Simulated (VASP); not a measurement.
Data:

```xyz
4
Lattice="4.6483 0.0000 0.0000 0.0000 4.6483 0.0000 0.0000 0.0000 4.6483" Properties=species:S:1:pos:R:3 pbc="T T T"
Mg     0.0000     0.0000     0.0000
Sn     2.3242     2.3242     0.0000
Sn     0.0000     2.3242     2.3242
Sn     2.3242     0.0000     2.3242
```

These are PBEsol GGA, VASP's PBE PAW potentials (set 64) (plane waves; VASP 6.6.1) values and carry that method's errors. Run with 400 eV cut-off, 8×8×8 Γ-centred mesh, tetrahedra with Blöchl corrections, potentials Mg Sn_d.

The cores are frozen, which limits the accuracy of field gradients.

Problem. Give the principal components of the electric field gradient (V/Å²) and the asymmetry η at each nucleus.

Solution. 
| atom | Vxx | Vyy | Vzz | η |
|---|---|---|---|---|
| Mg1 | 0.0 | 0.0 | 0.0 | - |
| Sn2 | -19.9 | -19.9 | 39.7 | 0.00 |
| Sn3 | -19.9 | -19.9 | 39.7 | 0.00 |
| Sn4 | -19.9 | -19.9 | 39.7 | 0.00 |

The structure comes from a computed database's MgSn3 entry (Pm-3m); how it stands against other phases isn't given here. It was relaxed first.
